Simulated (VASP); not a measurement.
Here is the system:

```yaml
crystal:
  lattice:
    - [0.00000, 2.43891, 2.43891]
    - [2.43891, 0.00000, 2.43891]
    - [2.43891, 2.43891, 0.00000]
  atoms:
    - { symbol: Be, position: [0.00000, 0.00000, 0.00000] }
    - { symbol: S, position: [0.25000, 0.25000, 0.25000] }
```

Method: PBE GGA, VASP's PBE PAW potentials (set 64) (plane waves; VASP 6.6.1). Run with 520 eV cut-off, Gaussian smearing of 0.050 eV, potentials Be S.

### Question
Estimate the band gap (along the path) with the smallest direct gap where there is one.

### Answer

```yaml
band gap (along the path): 3.15 eV
smallest direct gap (along the path): 5.62 eV
```

The absolute energy has meaning only against runs of the same code, potentials and settings.

The compound is BeS in the zinc blende structure. It was relaxed first.
